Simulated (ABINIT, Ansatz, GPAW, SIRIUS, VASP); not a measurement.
# One calculation of WAu, 5 ways

```
CELL_PARAMETERS angstrom
0.00000 2.90921 2.90921
2.90921 0.00000 2.90921
2.90921 2.90921 0.00000
ATOMIC_POSITIONS crystal
W 0.00000 0.00000 0.00000
Au 0.75000 0.75000 0.75000
```

The cell comes from a database or a generator and needn't be the stable form of this composition.

Alike in all runs: task single point; functional PBE; k mesh 8 × 8 × 8; occupations fermi-dirac, width 0.05 eV; no spin polarisation; no spin-orbit coupling. Pressure is positive in compression and, in plane waves, holds the error of the finite cutoff, which Ansatz's Pulay term estimates and takes out.

```json
{"program and potentials": "GPAW, GPAW PAW data sets (gpaw-data 1.2.1)", "plane-wave cutoff (eV)": "600", "notes": "12.5 valence electrons an atom on average; this data set often lies off other programs", "band gap (eV)": "no gap", "pressure (GPa)": "0.74"}
{"program and potentials": "VASP, PBE PAW files Au, W_sv, 520 eV", "plane-wave cutoff (eV)": "520", "notes": "12.5 valence electrons an atom on average", "band gap (eV)": "no gap", "pressure (GPa)": "0.05"}
{"program and potentials": "ABINIT, JTH PAW PBE v2.0", "plane-wave cutoff (eV)": "544", "notes": "12.5 valence electrons an atom on average", "band gap (eV)": "no gap", "pressure (GPa)": "0.17"}
{"program and potentials": "Ansatz, Ansatz PAW (earlier soft set)", "plane-wave cutoff (eV)": "420", "notes": "16.5 valence electrons an atom on average; Pulay term of +0.05 GPa included", "band gap (eV)": "no gap", "pressure (GPa)": "-0.02"}
{"program and potentials": "SIRIUS, PseudoDojo 0.4.1 PBE standard (scalar relativistic)", "plane-wave cutoff (eV)": "1054", "notes": "16.5 valence electrons an atom on average", "band gap (eV)": "no gap", "pressure (GPa)": "-0.04"}
```

None finds a gap. The pressure spans -0.04 (SIRIUS, PseudoDojo 0.4.1 PBE standard (scalar relativistic)) to 0.74 GPa (GPAW, GPAW PAW data sets (gpaw-data 1.2.1)).

Differences between rows come from potentials, basis sets and numerical settings, since the functional is the same but for its coding. Runs on potential files found faulty are left out.
